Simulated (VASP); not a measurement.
## CdS (Hawleyite): structure and properties in VASP

What structure does CdS (Hawleyite) take at this level, and what are its properties? The steps: relaxing cell and atoms (rev-vdW-DF2), second relaxation, density, ELF and potential (rev-vdW-DF2), band structure (rev-vdW-DF2), total and projected DOS (rev-vdW-DF2), independent-particle dielectric function (rev-vdW-DF2) and field gradients at the nuclei (rev-vdW-DF2). The start is a cell from a database of measured crystal structures.

Calculated with VASP 6.6.1; rev-vdW-DF2; plane waves and PAW (Cd, S).

### Step 1. The structure

Before any relaxation, the start is as follows. It takes space group F-43m (No. 216, cubic). Conventional cell: a = 5.833 Å, b = 5.833 Å, c = 5.833 Å, α = 90.00°, β = 90.00°, γ = 90.00°. Nearest to Cd lie 4 S at 2.53 Å. S has 4 Cd at 2.53 Å nearest. Farther neighbours and most contacts between anions are not listed.

Coordinates:

```cif
data_structure
_symmetry_space_group_name_H-M 'P 1'
_symmetry_Int_Tables_number 1
_cell_length_a 4.1246
_cell_length_b 4.1246
_cell_length_c 4.1246
_cell_angle_alpha 60.000
_cell_angle_beta 60.000
_cell_angle_gamma 60.000
_cell_volume 49.62
loop_
_atom_site_label
_atom_site_type_symbol
_atom_site_fract_x
_atom_site_fract_y
_atom_site_fract_z
_atom_site_occupancy
Cd1 Cd 0.00000 0.00000 0.00000 1
S2 S 0.25000 0.25000 0.25000 1
```

### Step 2. Relaxing cell and atoms (rev-vdW-DF2)

Properties are meant for the cell that this level of theory prefers, so cell and atoms are relaxed first (ISIF = 3) until forces and stress are small; EDIFFG sets the threshold. rev-vdW-DF2 revises the exchange of vdW-DF2 for solids. LUSE_VDW switches on a nonlocal correlation term for dispersion.

INCAR reads:

```
SYSTEM = CdS
PREC = Accurate
ENCUT = 400
EDIFF = 1E-06
NELM = 100
ISMEAR = 0
SIGMA = 0.05
LREAL = .FALSE.
ALGO = Normal
GGA = MK
AGGAC = 0
LUSE_VDW = .TRUE.
PARAM1 = 0.1234
PARAM2 = 0.711357
ZAB_VDW = -1.8867
LASPH = .TRUE.
NBANDS = 15
LORBIT = 11
LWAVE = .FALSE.
LCHARG = .FALSE.
KPAR = 2
IBRION = 2
NSW = 60
ISIF = 3
EDIFFG = -0.01
```

POSCAR reads:

```
CdS
1.0
    0.0000000000      2.9165000000      2.9165000000
    2.9165000000      0.0000000000      2.9165000000
    2.9165000000      2.9165000000      0.0000000000
Cd S
1 1
Direct
    0.0000000000      0.0000000000      0.0000000000
    0.2500000000      0.2500000000      0.2500000000
```

KPOINTS reads:

```
Automatic mesh
0
Gamma
7 7 7
0 0 0
```

PAW data sets: Cd and S (PBE family, release 64).

On the command line:

```bash
$ mpirun -np 2 vasp_std
```

The log of the run:

```text
[banner, memory and clock lines left out]
running    2 mpi-ranks, on    1 nodes
 distrk:  each k-point on    1 cores,    2 groups
 distr:  one band on    1 cores,    1 groups

 POSCAR found type information on POSCAR CdS
 POSCAR found :  2 types and       2 ions
|                                                                             |
|               ----> ADVICE to this user running VASP <----                  |
|                                                                             |
|     You have switched on vdW-DFT.                                           |
|     This routine was written and supplied by Jiri Klimes. We recommend      |
|     that you carefully read and cite the following publications:            |
|       J. Klimes, D.R. Bowler, A. Michelides                                 |
|          J. Phys.: Cond Matt. 22 022201 (2010)                              |
|       J. Klimes, D.R. Bowler, A. Michelides                                 |
|          Phys. Rev. B. 83, 195131 (2011)                                    |
|     and references therein.                                                 |
|                                                                             |

|                                                                             |
|               ----> ADVICE to this user running VASP <----                  |
|                                                                             |
|     You enforced a specific xc type in the INCAR file but a different       |
|     [... a line on the potential file left out ...]
|     I HOPE YOU KNOW WHAT YOU ARE DOING!                                     |
|                                                                             |

 LDA part: xc-table for (Slater+PW92), standard interpolation
 POSCAR, INCAR and KPOINTS ok, starting setup
 FFT: planning ... GRIDC
 FFT: planning ... GRID_SOFT
 FFT: planning ... GRID
 WAVECAR not read
 entering main loop
       N       E                     dE             d eps       ncg     rms          rms(c)
DAV:   1     0.101440507394E+03    0.10144E+03   -0.78706E+03   608   0.888E+02
DAV:   2     0.112353125666E+01   -0.10032E+03   -0.96184E+02   761   0.248E+02
DAV:   3    -0.244716415992E+01   -0.35707E+01   -0.35666E+01   705   0.493E+01
DAV:   4    -0.246883389545E+01   -0.21670E-01   -0.21667E-01   810   0.376E+00
DAV:   5    -0.246912993611E+01   -0.29604E-03   -0.29604E-03   684   0.415E-01    0.788E+00
DAV:   6    -0.194898855219E+01    0.52014E+00   -0.90135E-01   886   0.125E+01    0.631E+00
DAV:   7    -0.193211693101E+01    0.16872E-01   -0.18982E-01   712   0.317E+00    0.320E+00
DAV:   8    -0.193094396967E+01    0.11730E-02   -0.17240E-02   677   0.176E+00    0.282E-01
DAV:   9    -0.193061029444E+01    0.33368E-03   -0.19625E-03   775   0.692E-01    0.651E-02
DAV:  10    -0.193066199131E+01   -0.51697E-04   -0.20321E-04   677   0.143E-01    0.637E-02
DAV:  11    -0.193068859223E+01   -0.26601E-04   -0.45507E-05   705   0.712E-02    0.144E-02
DAV:  12    -0.193068327661E+01    0.53156E-05   -0.19008E-05   858   0.566E-02    0.774E-03
DAV:  13    -0.193068341578E+01   -0.13917E-06   -0.14936E-06   645   0.902E-03
   1 F= -.19306834E+01 E0= -.19306834E+01  d E =-.193068E+01
 curvature:   0.00 expect dE= 0.000E+00 dE for cont linesearch  0.000E+00
 trial: gam= 0.00000 g(F)=  0.101E-47 g(S)=  0.156E-01 ort = 0.000E+00 (trialstep = 0.100E+01)
 search vector abs. value=  0.156E-01
 bond charge predicted
       N       E                     dE             d eps       ncg     rms          rms(c)
DAV:   1    -0.212217886544E+01   -0.19150E+00   -0.35816E+00   642   0.238E+01    0.354E+00
DAV:   2    -0.195527656723E+01    0.16690E+00   -0.36562E-01   698   0.888E+00    0.125E+00
DAV:   3    -0.193755150776E+01    0.17725E-01   -0.40381E-02   754   0.231E+00    0.107E+00
DAV:   4    -0.193548642502E+01    0.20651E-02   -0.25192E-03   621   0.441E-01    0.240E-01
DAV:   5    -0.193532850884E+01    0.15792E-03   -0.39529E-04   817   0.303E-01    0.529E-02
DAV:   6    -0.193532488853E+01    0.36203E-05   -0.70754E-05   600   0.108E-01    0.343E-02
DAV:   7    -0.193532635971E+01   -0.14712E-05   -0.34779E-06   670   0.160E-02    0.864E-03
DAV:   8    -0.193532633196E+01    0.27749E-07   -0.10250E-06   349   0.144E-02
   2 F= -.19353263E+01 E0= -.19353263E+01  d E =-.464292E-02
 trial-energy change:   -0.004643  1 .order   -0.004854   -0.015558    0.005850
 step:   0.7147(harm=  0.7267)  dis= 0.00000  next Energy=    -1.936166 (dE=-0.548E-02)
 bond charge predicted
       N       E                     dE             d eps       ncg     rms          rms(c)
DAV:   1    -0.195161917909E+01   -0.16293E-01   -0.28901E-01   642   0.661E+00    0.936E-01
DAV:   2    -0.193761878821E+01    0.14000E-01   -0.31617E-02   698   0.267E+00    0.323E-01
DAV:   3    -0.193627968779E+01    0.13391E-02   -0.33790E-03   747   0.638E-01    0.268E-01
DAV:   4    -0.193616268520E+01    0.11700E-03   -0.19897E-04   607   0.141E-01    0.625E-02
DAV:   5    -0.193615503609E+01    0.76491E-05   -0.25947E-05   817   0.799E-02    0.183E-02
DAV:   6    -0.193615632800E+01   -0.12919E-05   -0.53609E-06   614   0.271E-02    0.819E-03
DAV:   7    -0.193615622867E+01    0.99333E-07   -0.27228E-07   342   0.393E-03
   3 F= -.19361562E+01 E0= -.19361562E+01  d E =-.547281E-02
 curvature:  -0.36 expect dE=-0.721E-06 dE for cont linesearch -0.721E-06
 trial: gam=-0.01117 g(F)=  0.642E-46 g(S)=  0.199E-05 ort = 0.176E-03 (trialstep = 0.943E+00)
 search vector abs. value=  0.354E-09
 reached required accuracy - stopping structural energy minimisation
```

It took 41 s on 2 MPI ranks of AMD EPYC 9R45, shared host; peak memory 0.58 GiB.

Lines that name or quote the potential files are left out of all logs, and their timing lines are given in words.

From OUTCAR (step 2):

```text
ion  position               nearest neighbor table
   1  0.000  0.000  0.000-   2 2.53   2 2.53   2 2.53   2 2.53
   2  0.250  0.250  0.250-   1 2.53   1 2.53   1 2.53   1 2.53

  LATTYP: Found a face centered cubic cell.
 ALAT       =     5.8330000000

 Subroutine GETGRP returns: Found 24 space group operations
 (whereof 24 operations were pure point group operations)

The static configuration has the point symmetry T_d .

 Found     20 irreducible k-points:

   k-points           NKPTS =     20   k-points in BZ     NKDIM =     20   number of bands    NBANDS=     15

   dimension x,y,z NGX =    28 NGY =   28 NGZ =   28
   dimension x,y,z NGXF=    56 NGYF=   56 NGZF=   56

   ENCUT  =  400.0 eV  29.40 Ry    5.42 a.u.   6.73  6.73  6.73*2*pi/ulx,y,z

   NELECT =      18.0000    total number of electrons

 k-points in reciprocal lattice and weights: Automatic mesh
   0.00000000  0.00000000  0.00000000       0.003
   0.14285714  0.00000000  0.00000000       0.023
   0.28571429  0.00000000  0.00000000       0.023
   0.42857143  0.00000000  0.00000000       0.023
   0.14285714  0.14285714  0.00000000       0.017
   0.28571429  0.14285714  0.00000000       0.070
   0.42857143  0.14285714  0.00000000       0.070
  -0.42857143  0.14285714  0.00000000       0.070
  -0.28571429  0.14285714  0.00000000       0.070
[...]
-0.42857143  0.42857143  0.14285714       0.070
  -0.28571429  0.42857143  0.14285714       0.070

 average (electrostatic) potential at core
       1 -39.5038       2 -89.3876

 E-fermi :   1.2529

 k-point     1 :       0.0000    0.0000    0.0000
  band No.  band energies     occupation
    ...
      5      -6.2162      2.00000
      6      -6.2162      2.00000
      7       1.0089      2.00000
      8       1.0089      2.00000
      9       1.0089      2.00000
     10       1.9526      0.00000
     11       7.4981      0.00000
     12       7.4981      0.00000
     13       7.4981      0.00000
     14      12.1259      0.00000
    ...

 k-point     2 :       0.1429    0.0000    0.0000
  band No.  band energies     occupation
    ...
      5      -6.2178      2.00000
      6      -6.2178      2.00000
      7      -0.2387      2.00000
      8       0.8593      2.00000
      9       0.8593      2.00000
     10       2.9668      0.00000
     11       7.1683      0.00000
     12       7.7392      0.00000
     13       7.7392      0.00000
     14      11.7395      0.00000
    ...

 k-point     3 :       0.2857    0.0000    0.0000
  band No.  band energies     occupation
    ...
      5      -6.2084      2.00000
      6      -6.2084      2.00000
      7      -1.8598      2.00000
      8       0.5496      2.00000
      9       0.5496      2.00000
     10       3.7367      0.00000
     11       7.3137      0.00000
     12       8.0190      0.00000
     13       8.0191      0.00000
     14      11.7265      0.00000
    ...

Total vdW correction in eV:      3.4047350

  Total        0.0052403      0.0052403      0.0052403     -0.0000000      0.0000000      0.0000000
  in kB        0.1652250      0.1652250      0.1652250     -0.0000000      0.0000000      0.0000000
  external PRESSURE =       0.1652250 kB  Pullay stress =       0.0000000 kB

  energy-cutoff  :      400.00
  volume of cell :       50.81
      direct lattice vectors                 reciprocal lattice vectors
     0.000000000  2.939812464  2.939812464    -0.170078876  0.170078876  0.170078876
     2.939812464  0.000000000  2.939812464     0.170078876 -0.170078876  0.170078876
     2.939812464  2.939812464 -0.000000000     0.170078876  0.170078876 -0.170078876

 POSITION                                       TOTAL-FORCE (eV/Angst)
 -----------------------------------------------------------------------------------
      0.00000      0.00000      0.00000        -0.000000     -0.000000     -0.000000
      1.46991      1.46991      1.46991         0.000000      0.000000      0.000000
 -----------------------------------------------------------------------------------
    total drift:                                0.000000      0.000000      0.000000

  FREE ENERGIE OF THE ION-ELECTRON SYSTEM (eV)
  ---------------------------------------------------
  free  energy   TOTEN  =        -1.9361562287 eV

  energy  without entropy=       -1.9361562287  energy(sigma->0) =       -1.93615623

Total vdW correction in eV:      3.4047215

 reached required accuracy - stopping structural energy minimisation

 total charge
# of ion       s       p       d       tot
------------------------------------------
    1        0.427   0.315   9.557  10.298
    2        1.329   2.380   0.000   3.709
--------------------------------------------------
tot          1.756   2.694   9.557  14.007

[... 3 further parts left out ...]
```

CONTCAR:

```
CdS
   1.00000000000000
     0.0000000000000000    2.9398124639533774    2.9398124639533774
     2.9398124639533774    0.0000000000000000    2.9398124639533774
     2.9398124639533774    2.9398124639533774   -0.0000000000000000
  Cd              S
     1     1
Direct
     0.0000000000000000    0.0000000000000000    0.0000000000000000
     0.2500000000000000    0.2500000000000000    0.2500000000000000
```

The gap is read on the k-mesh alone, so it is an upper bound where the band edges lie off the mesh. The PAW data sets were made with PBE, which is usual practice but a small mismatch for other functionals. The run keeps the 24 symmetry operations of its start, so it cannot find a distortion of lower symmetry.

The steps of the relaxation:

```tsv
step	energy less that of the first step (eV)	largest force (eV/Å)	pressure (GPa)	volume (Å³)
1	0.0000	0.0000	1.50	49.62
2	-0.0046	0.0000	-0.54	51.30
3	-0.0055	0.0000	0.02	50.81
```

```tsv
conventional cell, symmetrised	before	after	change
a (Å)	5.833	5.880	+0.8 %
b (Å)	5.833	5.880	+0.8 %
c (Å)	5.833	5.880	+0.8 %
volume (Å³/atom)	24.81	25.41	+2.4 %
```

The relaxed structure:

```cif
data_structure
_symmetry_space_group_name_H-M 'P 1'
_symmetry_Int_Tables_number 1
_cell_length_a 4.1575
_cell_length_b 4.1575
_cell_length_c 4.1575
_cell_angle_alpha 60.000
_cell_angle_beta 60.000
_cell_angle_gamma 60.000
_cell_volume 50.81
loop_
_atom_site_label
_atom_site_type_symbol
_atom_site_fract_x
_atom_site_fract_y
_atom_site_fract_z
_atom_site_occupancy
Cd1 Cd 0.00000 0.00000 0.00000 1
S2 S 0.25000 0.25000 0.25000 1
```

Numbers from this step:

| Item | Value |
| --- | --- |
| electrons | 18 |
| bands | 15 |
| irreducible k-points | 20 |
| symmetry operations | 24 |
| free energy (TOTEN) | -1.936 eV |
| Fermi energy | 1.253 eV |
| pressure | 0.01652 GPa |
| metallic | no |
| valence top at k | 0, 0, 0 |
| conduction bottom at k | 0, 0, 0 |
| least direct gap at k | 0, 0, 0 |
| SCF cycles over all ionic steps | 28 |
| gap on the k-mesh | 0.9437 eV |
| least direct gap on the k-mesh | 0.9437 eV |

It ends with forces that vanish by symmetry and a pressure of 0.02 GPa. The volume lies +2.4 % from that of the database's start.

### Step 3. Second relaxation

The basis stayed that of the start cell while the cell moved. A rerun from the cell reached resets it; the error of the finite cutoff stays.

INCAR is that of step 2.

POSCAR reads:

```
CdS
1.0
    0.0000000000      2.9398124640      2.9398124640
    2.9398124640      0.0000000000      2.9398124640
    2.9398124640      2.9398124640      0.0000000000
Cd S
1 1
Direct
    0.0000000000      0.0000000000      0.0000000000
    0.2500000000      0.2500000000      0.2500000000
```

KPOINTS is that of step 2.

On the command line:

```bash
$ mpirun -np 2 vasp_std
```

The log of the run:

```text
[banner, memory and clock lines left out]
running    2 mpi-ranks, on    1 nodes
 distrk:  each k-point on    1 cores,    2 groups
 distr:  one band on    1 cores,    1 groups

 POSCAR found type information on POSCAR CdS
 POSCAR found :  2 types and       2 ions
 [... a notice as in an earlier step ...]

 [... a notice as in an earlier step ...]

 LDA part: xc-table for (Slater+PW92), standard interpolation
 POSCAR, INCAR and KPOINTS ok, starting setup
 FFT: planning ... GRIDC
 FFT: planning ... GRID_SOFT
 FFT: planning ... GRID
 WAVECAR not read
 entering main loop
       N       E                     dE             d eps       ncg     rms          rms(c)
DAV:   1     0.100908075453E+03    0.10091E+03   -0.78371E+03   600   0.885E+02
DAV:   2     0.129877510489E+01   -0.99609E+02   -0.95457E+02   740   0.249E+02
DAV:   3    -0.245607057997E+01   -0.37548E+01   -0.37463E+01   726   0.506E+01
DAV:   4    -0.248008266155E+01   -0.24012E-01   -0.24009E-01   768   0.395E+00
DAV:   5    -0.248040262940E+01   -0.31997E-03   -0.31996E-03   726   0.430E-01    0.747E+00
DAV:   6    -0.195709913574E+01    0.52330E+00   -0.91526E-01   879   0.123E+01    0.605E+00
DAV:   7    -0.194099377190E+01    0.16105E-01   -0.18119E-01   726   0.311E+00    0.311E+00
DAV:   8    -0.193974242805E+01    0.12513E-02   -0.16075E-02   691   0.168E+00    0.259E-01
DAV:   9    -0.193943098911E+01    0.31144E-03   -0.17887E-03   747   0.643E-01    0.617E-02
DAV:  10    -0.193949023289E+01   -0.59244E-04   -0.19977E-04   649   0.136E-01    0.664E-02
DAV:  11    -0.193951772698E+01   -0.27494E-04   -0.45387E-05   684   0.690E-02    0.136E-02
DAV:  12    -0.193951224629E+01    0.54807E-05   -0.17262E-05   858   0.528E-02    0.736E-03
DAV:  13    -0.193951237709E+01   -0.13080E-06   -0.14789E-06   611   0.853E-03
   1 F= -.19395124E+01 E0= -.19395124E+01  d E =-.193951E+01
 curvature:   0.00 expect dE= 0.000E+00 dE for cont linesearch  0.000E+00
 trial: gam= 0.00000 g(F)=  0.155E-47 g(S)=  0.478E-05 ort = 0.000E+00 (trialstep = 0.100E+01)
 search vector abs. value=  0.478E-05
 reached required accuracy - stopping structural energy minimisation
```

It took 16 s on 2 MPI ranks; peak memory 0.57 GiB; 31 s of CPU time.

From OUTCAR (step 3):

```text
  LATTYP: Found a face centered cubic cell.
 ALAT       =     5.8796249280

The static configuration has the point symmetry T_d .

 Found     20 irreducible k-points:

   ENCUT  =  400.0 eV  29.40 Ry    5.42 a.u.   6.78  6.78  6.78*2*pi/ulx,y,z

   NELECT =      18.0000    total number of electrons

 E-fermi :   1.2528

 k-point     1 :       0.0000    0.0000    0.0000
  band No.  band energies     occupation
    ...
      5      -6.2178      2.00000
      6      -6.2178      2.00000
      7       1.0089      2.00000
      8       1.0089      2.00000
      9       1.0089      2.00000
     10       1.9527      0.00000
     11       7.4980      0.00000
     12       7.4980      0.00000
     13       7.4980      0.00000
     14      12.1261      0.00000
    ...

 k-point     2 :       0.1429    0.0000    0.0000
  band No.  band energies     occupation
    ...
      5      -6.2183      2.00000
      6      -6.2183      2.00000
      7      -0.2386      2.00000
      8       0.8594      2.00000
      9       0.8594      2.00000
     10       2.9670      0.00000
     11       7.1683      0.00000
     12       7.7392      0.00000
     13       7.7392      0.00000
     14      11.7394      0.00000
    ...

Total vdW correction in eV:      3.4047433

  Total        0.0081259      0.0081259      0.0081259     -0.0000000     -0.0000000      0.0000000
  in kB        0.2562086      0.2562086      0.2562086     -0.0000000     -0.0000000      0.0000000
  external PRESSURE =       0.2562086 kB  Pullay stress =       0.0000000 kB

  energy-cutoff  :      400.00
  volume of cell :       50.81
      direct lattice vectors                 reciprocal lattice vectors
     0.000000000  2.939812464  2.939812464    -0.170078876  0.170078876  0.170078876
     2.939812464  0.000000000  2.939812464     0.170078876 -0.170078876  0.170078876
     2.939812464  2.939812464  0.000000000     0.170078876  0.170078876 -0.170078876

 POSITION                                       TOTAL-FORCE (eV/Angst)
 -----------------------------------------------------------------------------------
      0.00000      0.00000      0.00000        -0.000000      0.000000     -0.000000
      1.46991      1.46991      1.46991         0.000000     -0.000000      0.000000
 -----------------------------------------------------------------------------------
    total drift:                                0.000000      0.000000      0.000000

  FREE ENERGIE OF THE ION-ELECTRON SYSTEM (eV)
  ---------------------------------------------------
  free  energy   TOTEN  =        -1.9395123771 eV

  energy  without entropy=       -1.9395123771  energy(sigma->0) =       -1.93951238

Total vdW correction in eV:      3.4047422

 total charge
# of ion       s       p       d       tot
------------------------------------------
    1        0.427   0.315   9.558  10.299
    2        1.329   2.380   0.000   3.709
--------------------------------------------------
tot          1.756   2.695   9.558  14.008

[... 5 parts as in an earlier step ...]

[... 6 further parts left out ...]
```

CONTCAR:

```
CdS
   1.00000000000000
     0.0000000000000000    2.9398124640000001    2.9398124640000001
     2.9398124640000001    0.0000000000000000    2.9398124640000001
     2.9398124640000001    2.9398124640000001    0.0000000000000000
  Cd              S
     1     1
Direct
     0.0000000000000000    0.0000000000000000    0.0000000000000000
     0.2500000000000000    0.2500000000000000    0.2500000000000000
```

Little changed from the start: no atom moved by 0.005 Å and no cell edge by 0.1 %.

Numbers from this step:

```
free energy (TOTEN)             : -1.940 eV
pressure                        : 0.02562 GPa
SCF cycles over all ionic steps : 13
gap on the k-mesh               : 0.9438 eV
least direct gap on the k-mesh  : 0.9438 eV
```

It ends with forces that vanish by symmetry and a pressure of 0.03 GPa. The volume moved by under 0.01 %: the run met its threshold at the first step.

(Continued in part 2 of 3.)

[Lines on the potential files, build, host, timing and source positions are cut from VASP's logs without a mark.]

[Logs are printed without paths, hosts, clocks, repeated set-up lines and the standing remarks that a program may print on its own settings, such as how far it seeks lower states.]

[Hosts, paths, dates, database ids (printed as entryN), source tags and the programs' standing remarks are cut or masked in the printed files.]

[Measured values are set beside computed ones only where the two were judged alike; some that the calculation misses by far are left out.]

[In band tables of VASP the shares of atoms and orbitals are scaled to a sum of 1 inside the atoms' spheres.]
